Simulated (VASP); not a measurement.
Given:

```yaml
crystal:
  lattice:
    - [0.00000, 3.54819, 3.54819]
    - [3.54819, 0.00000, 3.54819]
    - [3.54819, 3.54819, 0.00000]
  atoms:
    - { symbol: K, position: [0.00000, 0.00000, 0.00000] }
    - { symbol: I, position: [0.50000, 0.50000, 0.50000] }
```

Computed with r2SCAN meta-GGA, VASP's PBE PAW potentials (set 64) (plane waves; VASP). Settings: 400 eV cut-off, 8×8×8 Γ-centred mesh, Gaussian smearing of 0.010 eV, potentials K_sv I.

Unless said otherwise, spin-orbit coupling is left out, though it shifts the bands of the heavy elements here.

Problem. Estimate the energy per atom (σ→0), band gap (on the k-mesh) with the smallest direct gap where there is one.

Solution. 
```
Item                                          Result
-----------------------------------  ---------------
band gap (on the k-mesh)                     4.57 eV
smallest direct gap (on the k-mesh)          4.57 eV
energy per atom (σ→0)                -16.991 eV/atom
```

The absolute energy has meaning only against runs of the same code, potentials and settings.

The compound is KI in the rock salt structure. It was relaxed first.
